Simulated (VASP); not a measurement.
Input for VASP

**KPOINTS**
```
Automatic mesh
0
G
  6 6 8
0 0 0
```

### INCAR
```
ISMEAR  =  -5   ! tetrahedra, Bloechl
EDIFF  =  1E-7
IVDW  =  13
NELM  =  100   ! most electronic steps
LEFG  =  .TRUE.
NEDOS  =  601   ! DOS grid
ENCUT  =  520   ! plane-wave cut-off (eV)
LASPH  =  .TRUE.   ! aspherical one-centre terms
LREAL  =  .FALSE.   ! projection in real space or not
LMAXMIX  =  4   ! l cut-off of mixed one-centre charges
SYSTEM  =  TiO2
ISIF  =  2   ! forces and stress, cell fixed
LORBIT  =  11   ! lm-projected
LWAVE  =  .FALSE.
PREC  =  Accurate
LCHARG  =  .TRUE.
GGA  =  PE
ALGO  =  Normal   ! blocked Davidson
```

File POSCAR:
```
TiO2
1
    4.6084445610     0.0000000000     0.0000000000
    0.0000000000     4.6084445610     0.0000000000
    0.0000000000     0.0000000000     2.9606574330
Ti O
2 4
Direct
  0.0000000000   0.0000000000   0.0000000000
  0.5000000000   0.5000000000   0.5000000000
  0.3044685481   0.3044685481   0.0000000000
  0.8044685481   0.1955314519   0.5000000000
  0.1955314519   0.8044685481   0.5000000000
  0.6955314519   0.6955314519   0.0000000000
```

POTCAR, in this order: Ti_sv O (PBE.64 set). Program: vasp_std.

### Question
Translate this PBE-D4 calculation to Ansatz.

### Answer
One equivalent input (not run):
Ansatz 0.2 input:
```yaml
crystal:
  lattice:
    - [4.6084446, 0.0000000, 0.0000000]
    - [0.0000000, 4.6084446, 0.0000000]
    - [0.0000000, 0.0000000, 2.9606574]
  atoms:
    - { symbol: Ti, position: [0.0000000, 0.0000000, 0.0000000] }
    - { symbol: Ti, position: [0.5000000, 0.5000000, 0.5000000] }
    - { symbol: O, position: [0.3044685, 0.3044685, 0.0000000] }
    - { symbol: O, position: [0.8044685, 0.1955315, 0.5000000] }
    - { symbol: O, position: [0.1955315, 0.8044685, 0.5000000] }
    - { symbol: O, position: [0.6955315, 0.6955315, 0.0000000] }
kpoints:
  mp_grid: { grid: [6, 6, 8] }
hamiltonian:
  xc: pbe
  dispersion: d4
  pseudopotentials: { kind: paw }
scf:
  occupations: { method: tetrahedron }
  max_iter: 100
output: { forces: true, stress: true, eigenvalues: true }
```
What does not carry over: each code has its own PAW files, so the cut-off isn't converted (ENCUT is set for VASP's; basis.ecutwfc is left out, and Ansatz then takes the one that its files recommend); Ansatz stops its SCF on the density residual and VASP on the energy change (EDIFF); the field gradients of LEFG aren't asked of the other code.

The compound is TiO2 in the rutile structure. It was relaxed first.
